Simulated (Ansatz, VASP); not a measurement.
# Two plane-wave programs on SiC2F

```
CELL_PARAMETERS angstrom
3.52758 0.00000 0.00000
-1.76379 3.05497 0.00000
0.00000 0.00000 3.84376
ATOMIC_POSITIONS crystal
Si 0.00000 0.00000 0.50000
C 0.33333 0.66667 0.50000
C 0.66667 0.33333 0.50000
F 0.00000 0.00000 0.00000
```

Alike in both runs: task single point; functional PBE; k mesh 6 × 6 × 4; occupations gaussian, width 0.1 eV; collinear spin.

```csv
,VASP,Ansatz
version,VASP 6.6.1,Ansatz 0.2.0
potentials or method,"VASP PAW PBE potentials, release 64 (Si, C, F)","scalar-relativistic, plane waves, PAW"
plane-wave cutoff (eV),520,420
valence electrons in the cell,19,19
```

```csv
,VASP,Ansatz,Ansatz less VASP
gap on the k mesh at the Fermi level (eV),none,none,-
pressure (GPa),0.1,0.1,+0.01
largest component of the traceless stress (GPa),0.28,0.03,-0.254
net moment per atom (μB),0.00,0.00,0.000
```

A gap of «none» marks a metal or a gap that the smearing closes. Ansatz warned: «seeded_moment_not_kept».

Caveats: the k mesh is coarse (spacing up to 0.41 Å⁻¹), so the values aren't converged.
